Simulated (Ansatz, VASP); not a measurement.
# Cross-check of ScAl3 between VASP and Ansatz

Wanted: the spread between two codes on one cell, functional and k mesh. The cell is taken from a series of runs on this material, whose earlier steps may have relaxed, scaled, displaced or heated it; both programs get it as it stands.

Main program and level: Ansatz 0.2.0; plane waves, with VASP 6.6.1 beside it; zone-centre phonons at PBE.

## (1) Set-up

The structure is cubic, space group Pm-3m (No. 221). The conventional cell has a = 4.105 Å, b = 4.105 Å, c = 4.105 Å, α = 90.00°, β = 90.00°, γ = 90.00°. Nearest to Sc lie 12 Al at 2.90 Å. Nearest to Al lie 4 Sc at 2.90 Å and 8 Al at 2.90 Å. Farther neighbours are not listed.

Coordinates:

```xyz
4
Lattice="4.1054 0.0000 0.0000 0.0000 4.1054 0.0000 0.0000 0.0000 4.1054" Properties=species:S:1:pos:R:3 pbc="T T T"
Sc    0.0000    0.0000    0.0000
Al    2.0527    0.0000    2.0527
Al    0.0000    2.0527    2.0527
Al    2.0527    2.0527    0.0000
```

## (2) VASP: zone-centre phonons, PBE

Second derivatives magnify differences that forces hide, and they need a tight electronic threshold.

Lines of VASP's logs that name or quote its potential files are left out, and so is its time.

Contents of INCAR:

```
SYSTEM = ScAl3
PREC = Accurate
ENCUT = 500
EDIFF = 1E-08
NELM = 120
ISMEAR = 1
SIGMA = 0.2
LREAL = .FALSE.
ALGO = Normal
GGA = PE
NBANDS = 16
LASPH = .TRUE.
LORBIT = 11
LWAVE = .FALSE.
LCHARG = .FALSE.
ISIF = 2
IBRION = 8
GGA_COMPAT = .FALSE.
KPAR = 2
```

Contents of POSCAR:

```
ScAl3
1.0
    4.1054332736      0.0000000000      0.0000000000
    0.0000000000      4.1054332736      0.0000000000
    0.0000000000      0.0000000000      4.1054332736
Sc Al
1 3
Direct
    0.0000000000      0.0000000000      0.0000000000
    0.5000000000      0.0000000000      0.5000000000
    0.0000000000      0.5000000000      0.5000000000
    0.5000000000      0.5000000000      0.0000000000
```

Contents of KPOINTS:

```
Automatic mesh
0
Gamma
12 12 12
0 0 0
```

Potentials, in the order of the species: Sc_sv and Al (PBE family, release 64).

Command:

```
> mpirun -np 2 vasp_std
```

Numbers of over 12 decimals in the logs are rounded to 6 here.

The program printed:

```text
[banner, memory and clock lines left out]
running    2 mpi-ranks, on    1 nodes
 distrk:  each k-point on    1 cores,    2 groups
 distr:  one band on    1 cores,    1 groups

 POSCAR found type information on POSCAR ScAl
 POSCAR found :  2 types and       4 ions
 LDA part: xc-table for (Slater+PW92), standard interpolation
 POSCAR, INCAR and KPOINTS ok, starting setup
 FFT: planning ... GRIDC
 FFT: planning ... GRID_SOFT
 FFT: planning ... GRID
 WAVECAR not read
 entering main loop
       N       E                     dE             d eps       ncg     rms          rms(c)
DAV:   1     0.103831239132E+03    0.10383E+03   -0.81776E+03  2704   0.109E+03
DAV:   2    -0.150742405326E+02   -0.11891E+03   -0.11695E+03  2736   0.308E+02
DAV:   3    -0.202137774228E+02   -0.51395E+01   -0.49101E+01  4144   0.566E+01
DAV:   4    -0.203080850607E+02   -0.94308E-01   -0.94210E-01  3536   0.856E+00
DAV:   5    -0.203115005593E+02   -0.34155E-02   -0.34154E-02  4112   0.153E+00    0.870E+00
DAV:   6    -0.193686640380E+02    0.94284E+00   -0.44950E+00  4448   0.224E+01    0.305E+00
DAV:   7    -0.193230073270E+02    0.45657E-01   -0.10893E-01  3736   0.265E+00    0.178E+00
DAV:   8    -0.192995132472E+02    0.23494E-01   -0.39641E-02  4464   0.165E+00    0.250E-01
DAV:   9    -0.192992409227E+02    0.27232E-03   -0.39502E-03  3752   0.718E-01    0.125E-01
DAV:  10    -0.192991269587E+02    0.11396E-03   -0.45852E-04  4480   0.226E-01    0.599E-02
DAV:  11    -0.192991356013E+02   -0.86426E-05   -0.52757E-05  4520   0.557E-02    0.322E-02
DAV:  12    -0.192991218695E+02    0.13732E-04   -0.98282E-05  4336   0.108E-01    0.323E-03
DAV:  13    -0.192991219006E+02   -0.31144E-07   -0.34870E-06  4256   0.190E-02    0.263E-03
DAV:  14    -0.192991219308E+02   -0.30232E-07   -0.28440E-07  4432   0.501E-03    0.957E-04
DAV:  15    -0.192991219524E+02   -0.21596E-07   -0.27357E-08  3256   0.157E-03    0.277E-04
DAV:  16    -0.192991219480E+02    0.44702E-08   -0.26495E-09  1880   0.680E-04
   1 F= -.19299122E+02 E0= -.19299073E+02  d E =-.145813E-03
 Linear response reoptimize wavefunctions to high precision
DAV:   1    -0.192991219417E+02    0.62673E-08   -0.16981E-09  2328   0.309E-04
DAV:   2    -0.192991219417E+02   -0.11141E-10   -0.19335E-10  1656   0.143E-04
 Linear response DOF=           3
 Linear response progress:
  Degree of freedom:   1/  3
       N       E                     dE             d eps       ncg     rms          rms(c)
RMM:   1    -0.767495220680E+00   -0.76750E+00   -0.67690E+01  6583   0.172E+02
RMM:   2    -0.762747080791E+00    0.47481E-02   -0.16724E-01  9097   0.397E+00    0.121E-01
RMM:   3    -0.762681612353E+00    0.65468E-04   -0.18364E-02 10540   0.100E+00    0.433E-02
RMM:   4    -0.761872816293E+00    0.80880E-03   -0.15900E-03 11610   0.293E-01    0.244E-02
RMM:   5    -0.761753793049E+00    0.11902E-03   -0.19676E-04 12478   0.865E-02    0.950E-03
RMM:   6    -0.761804574484E+00   -0.50781E-04   -0.14372E-05 11990   0.293E-02    0.488E-03
RMM:   7    -0.761852732293E+00   -0.48158E-04   -0.30970E-06 12515   0.122E-02    0.589E-04
RMM:   8    -0.761859981293E+00   -0.72490E-05   -0.47693E-07 12750   0.356E-03    0.327E-04
RMM:   9    -0.761868239026E+00   -0.82577E-05   -0.11855E-07 12114   0.147E-03    0.822E-05
RMM:  10    -0.761870566187E+00   -0.23272E-05   -0.43072E-08 12210   0.700E-04    0.184E-05
RMM:  11    -0.761870886630E+00   -0.32044E-06   -0.17529E-08 13398   0.301E-04    0.459E-06
RMM:  12    -0.761870905127E+00   -0.18497E-07   -0.10885E-08 12884   0.142E-04    0.284E-06
RMM:  13    -0.761870915254E+00   -0.10127E-07   -0.85545E-09 11889   0.893E-05    0.209E-06
RMM:  14    -0.761870962166E+00   -0.46912E-07   -0.57055E-09 11244   0.636E-05    0.116E-06
RMM:  15    -0.761870938384E+00    0.23782E-07   -0.48278E-09 11429   0.443E-05    0.343E-07
RMM:  16    -0.761870941102E+00   -0.27181E-08   -0.30160E-09  9981   0.343E-05    0.252E-07
 first order change of Fermi-energy   0.79146E-03
 force on displaced ion       1 direction 1 :  -9.383   0.000  -0.000
 Linear response progress:
  Degree of freedom:   2/  3
       N       E                     dE             d eps       ncg     rms          rms(c)
RMM:   1    -0.826542666699E-02   -0.82654E-02    0.17440E-02 24380   0.128E+00
RMM:   2    -0.755630384766E-02    0.70912E-03   -0.58900E-04 15872   0.224E-01    0.458E-02
RMM:   3    -0.759295833022E-02   -0.36654E-04   -0.30059E-04 19257   0.104E-01    0.230E-02
RMM:   4    -0.768518011268E-02   -0.92222E-04   -0.77918E-05 20163   0.499E-02    0.943E-03
RMM:   5    -0.770919522275E-02   -0.24015E-04   -0.59620E-06 21078   0.242E-02    0.352E-03
RMM:   6    -0.771557387578E-02   -0.63787E-05   -0.57948E-07 21296   0.523E-03    0.170E-03
RMM:   7    -0.771452896971E-02    0.10449E-05   -0.88342E-08 21066   0.239E-03    0.549E-04
RMM:   8    -0.771561073687E-02   -0.10818E-05   -0.21897E-08 19705   0.952E-04    0.100E-04
RMM:   9    -0.771532048869E-02    0.29025E-06   -0.13976E-09 21026   0.430E-04    0.130E-04
RMM:  10    -0.771534298938E-02   -0.22501E-07    0.27824E-10 22853   0.136E-04    0.211E-05
RMM:  11    -0.771544540445E-02   -0.10242E-06   -0.33586E-10 18504   0.971E-05    0.166E-05
RMM:  12    -0.771545061057E-02   -0.52061E-08   -0.77797E-11 20101   0.319E-05    0.143E-05
 first order change of Fermi-energy   0.49809E-04
 force on displaced ion       2 direction 1 :  -6.167   0.000   0.000
 Linear response progress:
  Degree of freedom:   3/  3
       N       E                     dE             d eps       ncg     rms          rms(c)
RMM:   1    -0.792713505904E-02   -0.79271E-02    0.23810E-02 14674   0.683E-01
RMM:   2    -0.718193419982E-02    0.74520E-03   -0.34170E-04  9719   0.156E-01    0.411E-02
RMM:   3    -0.718393135499E-02   -0.19972E-05   -0.18974E-04 10644   0.796E-02    0.206E-02
RMM:   4    -0.724481501811E-02   -0.60884E-04   -0.82945E-05 11620   0.379E-02    0.778E-03
RMM:   5    -0.724590118549E-02   -0.10862E-05   -0.47505E-06 11346   0.181E-02    0.317E-03
RMM:   6    -0.725213812817E-02   -0.62369E-05   -0.86487E-07 11768   0.652E-03    0.122E-03
RMM:   7    -0.725028059118E-02    0.18575E-05   -0.99467E-08 12014   0.239E-03    0.506E-04
RMM:   8    -0.725060668541E-02   -0.32609E-06   -0.11595E-08 11891   0.671E-04    0.142E-04
RMM:   9    -0.725076220894E-02   -0.15552E-06   -0.15334E-09 12332   0.274E-04    0.130E-04
RMM:  10    -0.725095696869E-02   -0.19476E-06   -0.63478E-10 11307   0.122E-04    0.137E-05
RMM:  11    -0.725097617140E-02   -0.19203E-07   -0.17115E-10 12681   0.465E-05    0.120E-05
RMM:  12    -0.725097088141E-02    0.52900E-08   -0.10297E-10 11804   0.193E-05    0.226E-06
 first order change of Fermi-energy   0.30992E-04
 force on displaced ion       2 direction 2 :  -0.000  -4.515  -0.000
 Linear response finished
```

OUTCAR, selected parts (step 2):

```text
ion  position               nearest neighbor table
   1  0.000  0.000  0.000-   2 2.90   3 2.90   4 2.90   2 2.90   3 2.90   3 2.90   4 2.90   3 2.90
                             2 2.90   4 2.90   2 2.90   4 2.90
   2  0.500  0.000  0.500-   1 2.90   3 2.90   4 2.90   1 2.90   4 2.90   3 2.90   4 2.90   4 2.90
                             1 2.90   3 2.90   1 2.90   3 2.90
   3  0.000  0.500  0.500-   1 2.90   2 2.90   4 2.90   1 2.90   4 2.90   1 2.90   2 2.90   1 2.90
                             2 2.90   4 2.90   4 2.90   2 2.90
   4  0.500  0.500  0.000-   1 2.90   2 2.90   3 2.90   2 2.90   3 2.90   1 2.90   2 2.90   2 2.90
                             1 2.90   3 2.90   3 2.90   1 2.90

  LATTYP: Found a simple cubic cell.
 ALAT       =     4.1054332736

 Subroutine GETGRP returns: Found 48 space group operations
 (whereof 48 operations were pure point group operations)

The static configuration has the point symmetry O_h .

 Found     84 irreducible k-points:

   k-points           NKPTS =     84   k-points in BZ     NKDIM =     84   number of bands    NBANDS=     16

   dimension x,y,z NGX =    30 NGY =   30 NGZ =   30
   dimension x,y,z NGXF=    60 NGYF=   60 NGZF=   60

   ENCUT  =  500.0 eV  36.75 Ry    6.06 a.u.   7.49  7.49  7.49*2*pi/ulx,y,z

   NELECT =      20.0000    total number of electrons

 k-points in reciprocal lattice and weights: Automatic mesh
   0.00000000  0.00000000  0.00000000       0.001
   0.08333333  0.00000000  0.00000000       0.003
   0.16666667  0.00000000  0.00000000       0.003
   0.25000000  0.00000000  0.00000000       0.003
   0.33333333  0.00000000  0.00000000       0.003
   0.41666667  0.00000000  0.00000000       0.003
   0.50000000  0.00000000  0.00000000       0.002
   0.08333333  0.08333333  0.00000000       0.007
   0.16666667  0.08333333  0.00000000       0.014
[...]
0.50000000  0.50000000  0.41666667       0.003
   0.50000000  0.50000000  0.50000000       0.001

 average (electrostatic) potential at core
       1 -43.3685       2 -73.2587       3 -73.2587       4 -73.2587

  Total        0.0152442      0.0152442      0.0152442     -0.0000000     -0.0000000      0.0000000
  in kB        0.3529707      0.3529707      0.3529707     -0.0000000     -0.0000000      0.0000000
  external PRESSURE =       0.3529707 kB  Pullay stress =       0.0000000 kB

  energy-cutoff  :      500.00
  volume of cell :       69.20
      direct lattice vectors                 reciprocal lattice vectors
     4.105433274  0.000000000  0.000000000     0.243579650  0.000000000  0.000000000
     0.000000000  4.105433274  0.000000000     0.000000000  0.243579650  0.000000000
     0.000000000  0.000000000  4.105433274     0.000000000  0.000000000  0.243579650

 POSITION                                       TOTAL-FORCE (eV/Angst)
 -----------------------------------------------------------------------------------
      0.00000      0.00000      0.00000         0.000000      0.000000      0.000000
      2.05272      0.00000      2.05272         0.000000      0.000000      0.000000
      0.00000      2.05272      2.05272         0.000000      0.000000      0.000000
      2.05272      2.05272      0.00000         0.000000      0.000000      0.000000
 -----------------------------------------------------------------------------------
    total drift:                               -0.000000     -0.000000      0.000000

 Eigenvectors and eigenvalues of the dynamical matrix
 ----------------------------------------------------

   1 f  =    9.884318 THz    62.105001 2PiTHz  329.705356 cm-1    40.878236 meV
             X         Y         Z           dx          dy          dz
      0.000000  0.000000  0.000000    -0.613425    0.159347   -0.000000
      2.052717  0.000000  2.052717     0.506020    0.057139   -0.000000
      0.000000  2.052717  2.052717    -0.219964   -0.131447    0.000000
      2.052717  2.052717  0.000000     0.506020   -0.131447    0.000000

   2 f  =    9.884318 THz    62.105001 2PiTHz  329.705356 cm-1    40.878236 meV
             X         Y         Z           dx          dy          dz
      0.000000  0.000000  0.000000    -0.000000    0.000000   -0.633783
      2.052717  0.000000  2.052717     0.000000    0.000000    0.522814
      0.000000  2.052717  2.052717    -0.000000   -0.000000    0.522814
      2.052717  2.052717  0.000000     0.000000    0.000000   -0.227264

   3 f  =    9.884318 THz    62.105001 2PiTHz  329.705356 cm-1    40.878236 meV
             X         Y         Z           dx          dy          dz
      0.000000  0.000000  0.000000    -0.159347   -0.613425    0.000000
      2.052717  0.000000  2.052717     0.131447   -0.219964   -0.000000
      0.000000  2.052717  2.052717    -0.057139    0.506020    0.000000
      2.052717  2.052717  0.000000     0.131447    0.506020    0.000000

   4 f  =    7.557190 THz    47.483222 2PiTHz  252.080708 cm-1    31.254010 meV
             X         Y         Z           dx          dy          dz
      0.000000  0.000000  0.000000    -0.000000   -0.000000    0.000000
      2.052717  0.000000  2.052717    -0.535594    0.000000   -0.423847
      0.000000  2.052717  2.052717     0.000000    0.183010    0.423847
      2.052717  2.052717  0.000000     0.535594   -0.183010    0.000000

   5 f  =    7.557190 THz    47.483222 2PiTHz  252.080708 cm-1    31.254010 meV
             X         Y         Z           dx          dy          dz
      0.000000  0.000000  0.000000     0.000000   -0.000000   -0.000000
      2.052717  0.000000  2.052717    -0.015036    0.000000    0.296168
      0.000000  2.052717  2.052717    -0.000000    0.641918   -0.296168
      2.052717  2.052717  0.000000     0.015036   -0.641918    0.000000

   6 f  =    7.557190 THz    47.483222 2PiTHz  252.080708 cm-1    31.254010 meV
             X         Y         Z           dx          dy          dz
      0.000000  0.000000  0.000000     0.000000   -0.000000   -0.000000
      2.052717  0.000000  2.052717    -0.461425    0.000000    0.482326
      0.000000  2.052717  2.052717    -0.000000   -0.233343   -0.482326
      2.052717  2.052717  0.000000     0.461425    0.233343    0.000000

   7 f  =    6.987693 THz    43.904967 2PiTHz  233.084334 cm-1    28.898761 meV
             X         Y         Z           dx          dy          dz
      0.000000  0.000000  0.000000    -0.000000   -0.000000   -0.490905
      2.052717  0.000000  2.052717     0.000000   -0.000000   -0.111312
      0.000000  2.052717  2.052717    -0.000000    0.000000   -0.111312
      2.052717  2.052717  0.000000    -0.000000    0.000000    0.856873

   8 f  =    6.987693 THz    43.904967 2PiTHz  233.084334 cm-1    28.898761 meV
             X         Y         Z           dx          dy          dz
      0.000000  0.000000  0.000000    -0.464473    0.158910    0.000000
      2.052717  0.000000  2.052717    -0.105319   -0.277377    0.000000
      0.000000  2.052717  2.052717     0.810736    0.036033   -0.000000
      2.052717  2.052717  0.000000    -0.105319    0.036033    0.000000

   9 f  =    6.987693 THz    43.904967 2PiTHz  233.084334 cm-1    28.898761 meV
             X         Y         Z           dx          dy          dz
      0.000000  0.000000  0.000000     0.158910    0.464473    0.000000
      2.052717  0.000000  2.052717     0.036033   -0.810736   -0.000000
      0.000000  2.052717  2.052717    -0.277377    0.105319    0.000000
      2.052717  2.052717  0.000000     0.036033    0.105319    0.000000

  10 f/i=    0.002236 THz     0.014051 2PiTHz    0.074594 cm-1     0.009248 meV
             X         Y         Z           dx          dy          dz
      0.000000  0.000000  0.000000     0.590418   -0.093477   -0.000000
      2.052717  0.000000  2.052717     0.457203   -0.072360    0.000000
      0.000000  2.052717  2.052717     0.457038   -0.072386   -0.000000
      2.052717  2.052717  0.000000     0.457203   -0.072386    0.000000

  11 f/i=    0.002236 THz     0.014051 2PiTHz    0.074594 cm-1     0.009248 meV
             X         Y         Z           dx          dy          dz
      0.000000  0.000000  0.000000    -0.093477   -0.590418   -0.000000
      2.052717  0.000000  2.052717    -0.072386   -0.457038    0.000000
      0.000000  2.052717  2.052717    -0.072360   -0.457203   -0.000000
      2.052717  2.052717  0.000000    -0.072386   -0.457203    0.000000

  12 f/i=    0.002236 THz     0.014051 2PiTHz    0.074594 cm-1     0.009248 meV
             X         Y         Z           dx          dy          dz
      0.000000  0.000000  0.000000    -0.000000   -0.000000   -0.597772
      2.052717  0.000000  2.052717     0.000000   -0.000000   -0.462898
      0.000000  2.052717  2.052717    -0.000000    0.000000   -0.462898
      2.052717  2.052717  0.000000    -0.000000    0.000000   -0.462731

 ELASTIC MODULI CONTR FROM IONIC RELAXATION (kBar)
 Direction    XX          YY          ZZ          XY          YZ          ZX
 --------------------------------------------------------------------------------
 XX           0.0000      0.0000      0.0000      0.0000      0.0000      0.0000
 YY           0.0000      0.0000      0.0000      0.0000      0.0000      0.0000
 ZZ           0.0000      0.0000      0.0000      0.0000      0.0000      0.0000
 XY           0.0000      0.0000      0.0000      0.0000      0.0000      0.0000
 YZ           0.0000      0.0000      0.0000      0.0000      0.0000      0.0000
 ZX           0.0000      0.0000      0.0000      0.0000      0.0000      0.0000
 --------------------------------------------------------------------------------
```

[end of part 1 of 2]

[Lines on the potential files, build, host, timing and source positions are cut from VASP's logs without a mark.]

[Logs are printed without paths, hosts, clocks, repeated set-up lines and the standing remarks that a program may print on its own settings, such as how far it seeks lower states.]

[Hosts, paths, dates, database ids (printed as entryN), source tags and the programs' standing remarks are cut or masked in the printed files.]
